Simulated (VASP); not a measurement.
# CS2 in VASP: further runs

Runs on CS2. Level: PBE+D3(BJ). Tasks: single point, molecular dynamics.

Program: VASP 6.6.1. These are calculated values, not measurements. Logs are shortened: lines on timing, memory, paths and dates and some standing lists are left out, and cuts for length are marked.

## (1) The structure

The cell holds a amorphous, 24 atoms: a = 9.283 Å, b = 9.283 Å, c = 9.283 Å, α = 90.00°, β = 90.00°, γ = 90.00°.

The cell was built by a generator and needn't be a form met in nature.

## (2) Single point, PBE+D3(BJ)

INCAR

```
ALGO = Normal
EDIFF = 1E-6
ENCUT = 520
GGA = PE
ISIF = 2
ISMEAR = -1
IVDW = 12
LASPH = True
LCHARG = False
LREAL = Auto
LWAVE = False
NBANDS = 82
NELM = 100
PREC = Accurate
SIGMA = 0.02
```

KPOINTS

```
k-points
0
Gamma
  1 1 1
```

POSCAR

```
CS2
1.0
    9.2831780000      0.0000000000      0.0000000000
    0.0000000000      9.2831780000      0.0000000000
    0.0000000000      0.0000000000      9.2831780000
S C
16 8
Direct
    0.1206914270      0.8547719326      0.3298439392
    0.0591715466      1.0583229148      0.0672075877
    0.9167550164      0.7041338645      1.1623174736
    0.8726429677      0.7089705702      0.8287894512
    0.4465712065      0.2747119575     -0.1129893233
    0.6075182443      0.2946512498      0.1632307384
    0.1728072003      0.4182188470      0.1529648575
    0.0345463590      0.4016835614     -0.1554101408
    0.9131032498      0.1105332678      0.6864459563
    0.7862716841      0.2041434517      0.3911483761
    0.5890116510      0.4969634321      0.4674692223
    0.3172189524      0.3809902169      0.5999992675
    0.3825090933      0.6913472951     -0.0249914415
    0.4657779911      0.8452493316      0.2614514124
    0.5583001856     -0.0664104469      0.7400698338
    0.2272497630      0.0009479512      0.8022037281
    0.0685541094      0.9426297761      0.1940714699
    0.8740972111      0.6954407208      1.0010472707
    0.5584833125      0.2779974703      0.0106321348
    0.1048563326      0.4176156053      0.0029623476
    0.8312239623      0.1543221513      0.5416140895
    0.4544672094      0.4584529134      0.5414417347
    0.4292710966      0.7656214284      0.1190971454
    0.3949940419     -0.0223199426      0.7784187700
```

Potentials or basis: VASP PAW PBE potentials, release 64 (S, C).

Command:

```console
> cat potpaw_PBE.64/S/POTCAR potpaw_PBE.64/C/POTCAR > POTCAR
> mpirun -np 1 vasp_gam > vasp.out
```

OUTCAR:

```text
EDIFF = 1E-6
   ENCUT = 520
   GGA = PE
   ISIF = 2
   ISMEAR = -1
   IVDW = 12
   LASPH = True
   LREAL = Auto
   NELM = 100
   PREC = Accurate
 IVDW          = 12

 ion  position               nearest neighbor table
   1  0.121  0.855  0.330-  17 1.58
   2  0.059  0.058  0.067-  17 1.60
   3  0.917  0.704  0.162-  18 1.55
   4  0.873  0.709  0.829-  18 1.60
   5  0.447  0.275  0.887-  19 1.55
   6  0.608  0.295  0.163-  19 1.50
[... 8 lines left out ...]
  15  0.558  0.934  0.740-  24 1.61
  16  0.227  0.001  0.802-  24 1.59
  17  0.069  0.943  0.194-   1 1.58   2 1.60
  18  0.874  0.695  0.001-   3 1.55   4 1.60
  19  0.558  0.278  0.011-   6 1.50   5 1.55
  20  0.105  0.418  0.003-   7 1.53   8 1.62
  21  0.831  0.154  0.542-  10 1.53   9 1.60
  22  0.454  0.458  0.541-  11 1.47  12 1.56
  23  0.429  0.766  0.119-  14 1.55  13 1.57
  24  0.395  0.978  0.778-  16 1.59  15 1.61

  LATTYP: Found a simple cubic cell.
 ALAT       =     9.2831780000

  Lattice vectors:

 A1 = (   9.2831780000,   0.0000000000,   0.0000000000)
 A2 = (   0.0000000000,   9.2831780000,   0.0000000000)
 A3 = (   0.0000000000,   0.0000000000,   9.2831780000)

Analysis of symmetry for initial positions (statically):
=====================================================================
 Subroutine PRICEL returns:
 Original cell was already a primitive cell.

 Routine SETGRP: Setting up the symmetry group for a
 simple cubic supercell.

 Subroutine GETGRP returns: Found  1 space group operations
 (whereof  1 operations were pure point group operations)
 out of a pool of 48 trial point group operations.

The static configuration has the point symmetry C_1 .

Analysis of symmetry for dynamics (positions and initial velocities):
=====================================================================
 Subroutine PRICEL returns:
 Original cell was already a primitive cell.

 Routine SETGRP: Setting up the symmetry group for a
 simple cubic supercell.

 Subroutine GETGRP returns: Found  1 space group operations
 (whereof  1 operations were pure point group operations)
 out of a pool of 48 trial point group operations.

The dynamic configuration has the point symmetry C_1 .

 Subroutine INISYM returns: Found  1 space group operations
[... 118 lines left out ...]
   LREAL  =      T    real-space projection
   EDIFFG = 0.1E-04   stopping-criterion for IOM
   NSW    =      0    number of steps for IOM
   IBRION =     -1    ionic relax: 0-MD 1-quasi-New 2-CG
   NFREE  =      0    steps in history (QN), initial steepest desc. (CG)
   ISIF   =      2    stress and relaxation
   ISYM   =      2    0-nonsym 1-usesym 2-fastsym
   POTIM  = 0.5000    time-step for ionic-motion
   TEBEG  =    0.0;   TEEND  =   0.0 temperature during run
   PSTRESS=    0.0 pullay stress
   NELECT =     128.0000    total number of electrons
   NUPDOWN=      -1.0000    fix difference up-down
   EMIN   =  10.00;   EMAX   =-10.00  energy-range for DOS
   EFERMI =   0.00;   METHOD = LEGACY
   ISMEAR =    -1;   SIGMA  =   0.02  broadening in eV -4-tet -1-fermi 0-gaus
   EFERMI_NEDOS =   21; number of points for ismear=-14 and -15
   IALGO  =     38    algorithm
   IMIX   =      4    mixing-type and parameters
     AMIX     =   0.40;   BMIX     =  1.00
     AMIX_MAG =   1.60;   BMIX_MAG =  1.00
  volume/ion in A,a.u.               =      33.33       224.94
  Fermi-wavevector in a.u.,A,eV,Ry     =   0.888754  1.679501 10.747015  0.789883
  Thomas-Fermi vector in A             =   2.010225
   LORBIT       =      0    0 simple, 1 ext, 2 COOP (PROOUT), +10 PAW based schemes
   GGA     = PE    functional components
   LHFCALC =     F    Hartree Fock is set to
   AEXX    =    0.0000 exact exchange contribution
   IVDW    =    12    specifies the selected vdW correction
   LEPSILON=     F    determine dielectric tensor
   LRPA    =     F    only Hartree local field effects (RPA)
 non-spin polarized calculation
  energy-cutoff  :      520.00
  volume of cell :      800.00
 maximum number of plane-waves:     10780
 NGX is ok and might be reduce to    70
   NGX = 35   NGY = 35   NGZ = 35

 number of electron     127.9999996 magnetization

 Free energy of the ion-electron system (eV)
  ---------------------------------------------------
  ext. energy  EPLUGINS =         0.00000000
  ---------------------------------------------------
  free energy    TOTEN  =      -130.00387765 eV

  energy without entropy =     -130.00387765  energy(sigma->0) =     -130.00387765

 E-fermi :  -0.8560     XC(G=0):  -6.3678

 val. band max:       -1.3415037454   @ k =   0.0000   0.0000   0.0000
 cond. band min:       1.0201794018   @ k =   0.0000   0.0000   0.0000
 fundamental gap:      2.3616831473
 Fermi energy:        -0.8560348243

 k-point     1 :       0.0000    0.0000    0.0000
  band No.  band energies     occupation
      1     -17.1324      2.00000
      2     -16.8990      2.00000
      3     -16.7912      2.00000
      4     -16.7146      2.00000
      5     -16.6085      2.00000
      6     -16.5091      2.00000
[... 68 lines left out ...]
     75       2.0404      0.00000
     76       2.1221      0.00000
 [bands above 76 left out]

------------------------ aborting loop because EDIFF is reached ----------------------------------------

 Edisp (eV)   -2.91031

 E8    (eV) :    -0.9790

  FORCE on cell =-STRESS in cart. coord.  units (eV):
  Direction    XX          YY          ZZ          XY          YZ          ZX
  --------------------------------------------------------------------------------------
  -------------------------------------------------------------------------------------
  Total       4.48157     2.61806     6.09268     3.40168     0.66069     1.78212
  in kB       8.97534     5.24325    12.20194     6.81262     1.32319     3.56908
  external pressure =        8.81 kB  Pullay stress =        0.00 kB

 VOLUME and BASIS-vectors are now :
 -----------------------------------------------------------------------------
  energy-cutoff  :      520.00
  volume of cell :      800.00
      direct lattice vectors                 reciprocal lattice vectors
     9.283178000  0.000000000  0.000000000     0.107721731  0.000000000  0.000000000
     0.000000000  9.283178000  0.000000000     0.000000000  0.107721731  0.000000000
     0.000000000  0.000000000  9.283178000     0.000000000  0.000000000  0.107721731

 POSITION                                       TOTAL-FORCE (eV/Angst)
 -----------------------------------------------------------------------------------
      1.12040      7.93500      3.06200        -0.030363      0.572102      0.074504
      0.54930      0.54142      0.62390        -0.548322     -1.294848      1.452976
      8.51040      6.53660      1.50682        -1.359200     -0.824941     -0.249124
      8.10090      6.58150      7.69380        -0.513480      0.045987      1.645602
      4.14560      2.55020      8.23428         0.421108     -0.019084     -1.056422
      5.63970      2.73530      1.51530         1.855110      0.491083      2.968722
[... 16 lines left out ...]
      3.98500      7.10740      1.10560        -0.359456     -0.297740     -0.772225
      3.66680      9.07598      7.22620         0.615785     -0.864757     -0.867718
 -----------------------------------------------------------------------------------
    total drift:                               -0.009412      0.004130      0.005470

  FREE ENERGIE OF THE ION-ELECTRON SYSTEM (eV)
  ---------------------------------------------------
  free  energy   TOTEN  =      -132.9141905883 eV

  energy  without entropy=     -132.9141905883  energy(sigma->0) =     -132.91419059
```

OSZICAR:

```text
N       E                     dE             d eps       ncg     rms          rms(c)
DAV:   1     0.115216058027E+04    0.11522E+04   -0.57057E+04   164   0.134E+03
DAV:   2     0.227527016598E+02   -0.11294E+04   -0.10775E+04   224   0.265E+02
DAV:   3    -0.132858700708E+03   -0.15561E+03   -0.15325E+03   192   0.106E+02
[... 11 lines left out ...]
DAV:  15    -0.130003902303E+03    0.47819E-04   -0.55155E-05   200   0.279E-02    0.340E-02
DAV:  16    -0.130003884724E+03    0.17579E-04   -0.13188E-05   192   0.144E-02    0.237E-02
DAV:  17    -0.130003881206E+03    0.35182E-05   -0.21677E-06   136   0.540E-03    0.184E-02
DAV:  18    -0.130003878400E+03    0.28063E-05   -0.18829E-06   112   0.508E-03    0.775E-03
DAV:  19    -0.130003877655E+03    0.74474E-06   -0.96837E-07    88   0.338E-03
   1 F= -.13291419E+03 E0= -.13291419E+03  d E =-.291134E-10
```

stdout:

```text
POSCAR found type information on POSCAR S C
 POSCAR found :  2 types and      24 ions
 scaLAPACK will be used
 LDA part: xc-table for (Slater+PW92), standard interpolation
 POSCAR, INCAR and KPOINTS ok, starting setup
 FFT: planning ... GRIDC
 FFT: planning ... GRID_SOFT
 FFT: planning ... GRID
 WAVECAR not read
 entering main loop
```

Wall time 1.9 min (1 thread of Intel Xeon Platinum 8488C (Sapphire Rapids), shared host); peak memory 0.64 GiB.

Results:

```
Free energy                : -132.9142 eV
Pressure                   : 0.9 GPa
Largest force              : 5.322 eV/Å
Band gap on the k mesh     : 2.36 eV, direct
Dispersion energy per atom : -0.121 eV
```

Forces in eV/Å, atoms in the order of the input:
```
S   -0.030  0.572  0.075
S   -0.548 -1.295  1.453
S   -1.359 -0.825 -0.249
S   -0.513  0.046  1.646
S    0.421 -0.019 -1.056
S    1.855  0.491  2.969
S    0.611  0.034  1.168
S    1.028  0.120  2.284
S   -1.298  0.238 -1.195
S   -0.375  0.008 -0.672
S    4.463  1.968 -2.128
S   -0.474  0.451  0.109
S    0.299  0.035  0.696
S    0.356  0.074  0.175
S   -2.072  0.729  0.565
S    1.640 -0.224 -0.448
C    1.053  1.612 -0.359
C    0.519  0.450 -2.109
C   -2.479  0.105 -2.158
C   -1.339 -0.595 -3.133
C    2.103 -0.655  2.338
C   -4.116 -2.158  1.671
C   -0.359 -0.298 -0.772
C    0.616 -0.865 -0.868
```

Stress tensor (GPa, compression positive):
```
0.90 0.68 0.36
0.68 0.52 0.13
0.36 0.13 1.22
```

Levels at points of the mesh, in eV from the valence-band top:
| k point | band 61 | band 62 | band 63 | band 64 | band 65 | band 66 | band 67 | band 68 |
| --- | --- | --- | --- | --- | --- | --- | --- | --- |
| (0.00, 0.00, 0.00) | -0.22 | -0.14 | -0.13 | 0.00 | 2.36 | 2.52 | 2.59 | 2.85 |

## (3) Molecular dynamics, PBE+D3(BJ)

INCAR

```
SYSTEM = CS2
ALGO = Normal ; ANDERSEN_PROB = 0.0
EDIFF = 1E-5 ; ENCUT = 520
GGA = PE ; IBRION = 0
ISIF = 2 ; ISMEAR = -1
ISYM = 0 ; IVDW = 12
LASPH = .TRUE. ; LCHARG = .FALSE.
LREAL = Auto ; LWAVE = .FALSE.
MDALGO = 1 ; NELM = 100
NELMIN = 4 ; NSW = 40
POTIM = 1.0 ; PREC = Accurate
RANDOM_SEED = 869804 0 0 ; SIGMA = 0.02
TEBEG = 1500.0 ; TEEND = 1500.0
```

KPOINTS

```
k-points
0
G
  1 1 1
  0 0 0
```

POSCAR

```
CS2
1.0
    9.2831780000      0.0000000000      0.0000000000
    0.0000000000      9.2831780000      0.0000000000
    0.0000000000      0.0000000000      9.2831780000
S C
16 8
Direct
    0.1613221900      0.9245944500      0.3639711000
    0.0491458400      0.9533795300      0.0401042800
    0.7841034500      0.7515090000      1.0731403500
    0.8841477300      0.6732919300      0.7626416400
    0.5922844900      0.2506746100     -0.1010381800
    0.5663928300      0.3393403400      0.2310868500
    0.2207636700      0.2428730200      0.1873856200
   -0.0576344700      0.3804057800      0.0635262800
    0.9289157200      0.1038043300      0.7177823400
    0.8015846400      0.1183496300      0.4006138000
    0.5693724400      0.6214181600      0.6932320400
    0.3683443000      0.4211935300      0.5071039800
    0.3562324900      0.6642866300     -0.0550443200
    0.4362786800      0.8604284000      0.1973471700
    0.5413360100     -0.0396091800      0.5955632200
    0.2634919600      0.0882766100      0.6837277100
    0.1003453800      0.9739124900      0.2088095000
    0.8427442600      0.7121652200      0.9187148900
    0.5843207700      0.2888949600      0.0659868100
    0.0891425100      0.3294587300      0.1177340800
    0.8513090500      0.1056706500      0.5651631200
    0.4509211900      0.5300356400      0.6143159700
    0.3978802000      0.7779181500      0.0596692900
    0.4100814400      0.0384644800      0.6352298000
```

Potentials or basis: VASP PAW PBE potentials, release 64 (S, C).

Command:

```console
> cat potpaw_PBE.64/S/POTCAR potpaw_PBE.64/C/POTCAR > POTCAR
> mpirun -np 1 vasp_gam > vasp.out
```

Run time: 30 min. Hardware: 1 thread of Intel Xeon Platinum 8488C (Sapphire Rapids), shared host; peak memory 0.8 GiB.

It converged, with:

```yaml
Dispersion_energy_per_atom: -0.124 eV
```

The path:
| step | potential energy change (eV) | largest force (eV/Å) | pressure (GPa) | volume (Å³) | temperature (K) |
| --- | --- | --- | --- | --- | --- |
| 1 | 0.0000 | 5.7235 | -0.02 | 800.00 | 1501 |
| 2 | 0.0104 | 5.0311 | 0.07 | 800.00 | 1497 |
| 3 | 0.0850 | 6.2272 | 0.20 | 800.00 | 1472 |
| 4 | 0.2077 | 7.7093 | 0.34 | 800.00 | 1432 |
| 5 | 0.3309 | 8.8339 | 0.49 | 800.00 | 1392 |
| 6 | 0.3941 | 9.3456 | 0.60 | 800.00 | 1371 |
| 7 | 0.3550 | 9.1088 | 0.66 | 800.00 | 1384 |
| 8 | 0.2115 | 8.1568 | 0.68 | 800.00 | 1432 |
| 9 | 0.0025 | 6.6870 | 0.65 | 800.00 | 1501 |
| 10 | -0.2119 | 4.9719 | 0.62 | 800.00 | 1572 |
| 11 | -0.3784 | 3.6734 | 0.61 | 800.00 | 1627 |
| 12 | -0.4666 | 3.8874 | 0.61 | 800.00 | 1657 |
| 13 | -0.4748 | 4.0296 | 0.65 | 800.00 | 1660 |
| 14 | -0.4233 | 4.4653 | 0.71 | 800.00 | 1644 |
| 15 | -0.3445 | 4.8639 | 0.77 | 800.00 | 1618 |
| 16 | -0.2708 | 5.2796 | 0.81 | 800.00 | 1594 |
| 17 | -0.2258 | 5.3210 | 0.83 | 800.00 | 1579 |
| 18 | -0.2199 | 4.9328 | 0.82 | 800.00 | 1576 |
| 19 | -0.2481 | 4.2215 | 0.78 | 800.00 | 1586 |
| 20 | -0.2929 | 3.7810 | 0.71 | 800.00 | 1600 |
| 21 | -0.3289 | 3.5600 | 0.64 | 800.00 | 1612 |
| 22 | -0.3299 | 3.3312 | 0.58 | 800.00 | 1612 |
| 23 | -0.2765 | 3.9860 | 0.54 | 800.00 | 1594 |
| 24 | -0.1624 | 4.5066 | 0.53 | 800.00 | 1555 |
| 25 | 0.0020 | 4.9054 | 0.54 | 800.00 | 1501 |
| 26 | 0.1917 | 5.2026 | 0.56 | 800.00 | 1438 |
| 27 | 0.3728 | 5.4101 | 0.56 | 800.00 | 1377 |
| 28 | 0.5119 | 5.5443 | 0.55 | 800.00 | 1331 |
| 29 | 0.5861 | 5.6117 | 0.50 | 800.00 | 1306 |
| 30 | 0.5892 | 5.6198 | 0.41 | 800.00 | 1305 |
| 31 | 0.5338 | 5.5715 | 0.29 | 800.00 | 1323 |
| 32 | 0.4460 | 5.4621 | 0.16 | 800.00 | 1352 |
| 33 | 0.3563 | 5.2874 | 0.04 | 800.00 | 1381 |
| 34 | 0.2901 | 5.0363 | -0.07 | 800.00 | 1403 |
| 35 | 0.2601 | 4.6988 | -0.15 | 800.00 | 1413 |
| 36 | 0.2651 | 4.6323 | -0.20 | 800.00 | 1412 |
| 37 | 0.2924 | 4.9872 | -0.22 | 800.00 | 1403 |
| 38 | 0.3249 | 4.9847 | -0.22 | 800.00 | 1393 |
| 39 | 0.3465 | 4.6195 | -0.21 | 800.00 | 1386 |
| 40 | 0.3451 | 4.7881 | -0.19 | 800.00 | 1386 |

[end of part 1 of 2]
